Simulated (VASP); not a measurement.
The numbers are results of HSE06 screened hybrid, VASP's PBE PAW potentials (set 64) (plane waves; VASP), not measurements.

The input files of a VASP run:

POSCAR:
```
KMgF3
1
    3.9653410000     0.0000000000     0.0000000000
    0.0000000000     3.9653410000     0.0000000000
    0.0000000000     0.0000000000     3.9653410000
K Mg F
1 1 3
Direct
  0.5000000000   0.5000000000   0.5000000000
  0.0000000000   0.0000000000   0.0000000000
  0.0000000000   0.5000000000   0.0000000000
  0.5000000000   0.0000000000   0.0000000000
  0.0000000000   0.0000000000   0.5000000000
```

KPOINTS:
```
kpoints
0
G
 2 2 2
0 0 0
```

**INCAR**
```
! general
SYSTEM   = KMgF3
PREC     = Accurate
ENCUT    = 400
LREAL    = .FALSE.
LASPH    = .TRUE.   ! aspherical one-centre terms
ISYM     = 3

! electronic loop
EDIFF    = 1E-6   ! SCF stop (eV)
NELM     = 100   ! most electronic steps
ALGO     = Normal   ! blocked Davidson

! smearing
ISMEAR   = 0
SIGMA    = 0.01

! functional
GGA      = PE   ! PBE
LHFCALC  = .TRUE.
AEXX     = 0.25
HFSCREEN = 0.2
PRECFOCK = Fast

! ions
ISIF     = 2   ! forces and stress, cell fixed

! output
LWAVE    = .FALSE.
LCHARG   = .FALSE.
```

POTCAR, in this order: K_sv Mg F (PBE.64 set). Program: vasp_std.

Output

File OSZICAR:
```
       N       E                     dE             d eps       ncg     rms          rms(c)
DAV:   1    -0.226503718283E+03   -0.22650E+03   -0.16405E+04   176   0.126E+03
DAV:   2    -0.431877655613E+03   -0.20537E+03   -0.19268E+03   216   0.346E+02
DAV:   3    -0.440960461428E+03   -0.90828E+01   -0.90570E+01   240   0.675E+01
DAV:   4    -0.441137570239E+03   -0.17711E+00   -0.17678E+00   236   0.703E+00
DAV:   5    -0.324185798201E+02    0.40872E+03   -0.33967E+00   172   0.211E+01    0.939E+00
DAV:   6    -0.295751325719E+02    0.28434E+01   -0.85851E+00   172   0.242E+01    0.337E+00
DAV:   7    -0.297659552333E+02   -0.19082E+00   -0.11825E+00   180   0.778E+00    0.303E+00
DAV:   8    -0.297357451052E+02    0.30210E-01   -0.59087E-02   196   0.202E+00    0.166E+00
DAV:   9    -0.297239865303E+02    0.11759E-01   -0.31792E-02   176   0.163E+00    0.814E-01
DAV:  10    -0.297222416674E+02    0.17449E-02   -0.29602E-03   220   0.583E-01    0.472E-01
DAV:  11    -0.297214669233E+02    0.77474E-03   -0.94578E-04   192   0.293E-01    0.300E-01
DAV:  12    -0.297213552306E+02    0.11169E-03   -0.48724E-04   208   0.191E-01    0.189E-01
DAV:  13    -0.297213690999E+02   -0.13869E-04   -0.13003E-04   180   0.124E-01    0.114E-01
DAV:  14    -0.297213943066E+02   -0.25207E-04   -0.54117E-05   188   0.796E-02    0.674E-02
DAV:  15    -0.297214130219E+02   -0.18715E-04   -0.22809E-05   216   0.495E-02    0.406E-02
DAV:  16    -0.297214235460E+02   -0.10524E-04   -0.89027E-06   184   0.315E-02    0.250E-02
DAV:  17    -0.297214293139E+02   -0.57679E-05   -0.38340E-06   160   0.200E-02    0.154E-02
DAV:  18    -0.297214321145E+02   -0.28006E-05   -0.16264E-06   128   0.133E-02    0.956E-03
DAV:  19    -0.297214336616E+02   -0.15471E-05   -0.71705E-07   120   0.894E-03    0.599E-03
DAV:  20    -0.297214344099E+02   -0.74832E-06   -0.31534E-07   120   0.574E-03
   1 F= -.29721434E+02 E0= -.29721434E+02  d E =-.133122E-27
```

### OUTCAR
```
------------------------ aborting loop because EDIFF is reached ----------------------------------------
  FORCE on cell =-STRESS in cart. coord.  units (eV):
  Direction    XX          YY          ZZ          XY          YZ          ZX
  --------------------------------------------------------------------------------------
  Total       -2.2855971     -2.2855971     -2.2855971      0.0000000      0.0000000      0.0000000
  in kB      -58.7311691    -58.7311691    -58.7311691      0.0000000      0.0000000      0.0000000
  external PRESSURE =     -58.7311691 kB  Pullay stress =       0.0000000 kB
  volume of cell :       62.35
      direct lattice vectors                 reciprocal lattice vectors
     3.965341000  0.000000000  0.000000000     0.252185121  0.000000000  0.000000000
     0.000000000  3.965341000  0.000000000     0.000000000  0.252185121  0.000000000
     0.000000000  0.000000000  3.965341000     0.000000000  0.000000000  0.252185121
 POSITION                                       TOTAL-FORCE (eV/Angst)
 -----------------------------------------------------------------------------------
      1.98267      1.98267      1.98267         0.000000      0.000000      0.000000
      0.00000      0.00000      0.00000         0.000000      0.000000      0.000000
      0.00000      1.98267      0.00000         0.000000      0.000000      0.000000
      1.98267      0.00000      0.00000         0.000000      0.000000      0.000000
      0.00000      0.00000      1.98267         0.000000      0.000000      0.000000
 -----------------------------------------------------------------------------------
    total drift:                                0.000024      0.000068     -0.000177
  FREE ENERGIE OF THE ION-ELECTRON SYSTEM (eV)
  ---------------------------------------------------
  free  energy   TOTEN  =       -29.7214344099 eV

  energy  without entropy=      -29.7214344099  energy(sigma->0) =      -29.72143441

  exchange ACFDT corr.  =         0.00000000  see jH, gK, PRB 81, 115126
```
(Selected blocks of OUTCAR.)

At this cut-off the stress carries a Pulay error, which pulls relaxed volumes low.

The structure comes from a computed database's KMgF3 entry; how it stands against other phases isn't given here. The cell was not relaxed at this level. The k-mesh is coarse (spacing up to 0.79 per Å, 2π included), so the numbers may not be converged in it. The run is one of a series of settings (AEXX = 0.25, GGA = PE, HFSCREEN = 0.2, ISYM = 3, LHFCALC = .TRUE., PRECFOCK = Fast, KPOINTS 2×2×2 Γ-centred mesh against the base run), some of them coarse on purpose.
